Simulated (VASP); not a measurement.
An input for Quantum ESPRESSO's pw.x (written as the equivalent of a VASP run, and not itself run):

```
&CONTROL
  calculation = 'scf'
  pseudo_dir = './pseudo'
  outdir = './out'
  tprnfor = .true.
  tstress = .true.
/
&SYSTEM
  ibrav = 0
  nat = 3
  ntyp = 2
  ecutwfc = 74
  occupations = 'smearing'
  smearing = 'gaussian'
  degauss = 0.003675
  input_dft = 'pbe'
/
&ELECTRONS
  conv_thr = 7.3e-08
  electron_maxstep = 100
/
ATOMIC_SPECIES
  W 183.840 W.upf
  S 32.060 S.upf
CELL_PARAMETERS angstrom
     3.1853150    0.0000000   -0.0000000
    -1.5926575    2.7585639    0.0000000
     0.0000000    0.0000000   19.0753330
ATOMIC_POSITIONS crystal
  W    0.6666670  0.3333330  0.5000000
  S    0.3333330  0.6666670  0.4176052
  S    0.3333330  0.6666670  0.5823948
K_POINTS automatic
  7 7 1 0 0 0
```

**Question.** Write the VASP files for the same calculation (PBE).

**Answer.** Several could match; the one computed here: 
File POSCAR:
```
WS2
3.1853150
  1.0000000079   0.0000000000   0.0000000000
 -0.5000000039   0.8660254579   0.0000000000
  0.0000000000   0.0000000000   5.9885232590
W S
1 2
Direct
  0.6666670000   0.3333330000   0.5000000000
  0.3333330000   0.6666670000   0.4176051805
  0.3333330000   0.6666670000   0.5823948195
```

### KPOINTS
```
Automatic mesh
0
Gamma
7 7 1
0 0 0
```

**INCAR**
```
! general
SYSTEM   =  WS2
PREC     =  Accurate
ENCUT    =  400
LREAL    =  F
LASPH    =  T

! electronic loop
EDIFF    =  1E-6
NELM     =  100
ALGO     =  Normal
LMAXMIX  =  6

! smearing
ISMEAR   =  0
SIGMA    =  0.05

! functional
GGA      =  PE

! output
LWAVE    =  F
LCHARG   =  T
```

POTCAR, in this order: W_sv S (PBE.64 set). Program: vasp_std.

The two are equivalent in intent, not identical: the potentials are each code's own (VASP's PAW set, PseudoDojo norm-conserving files in pw.x), so ENCUT and ecutwfc are chosen apart and not converted; conv_thr bounds pw.x's estimated SCF error, while EDIFF bounds the energy change between steps.

The cell is a sheet with vacuum, built from a generated structure.
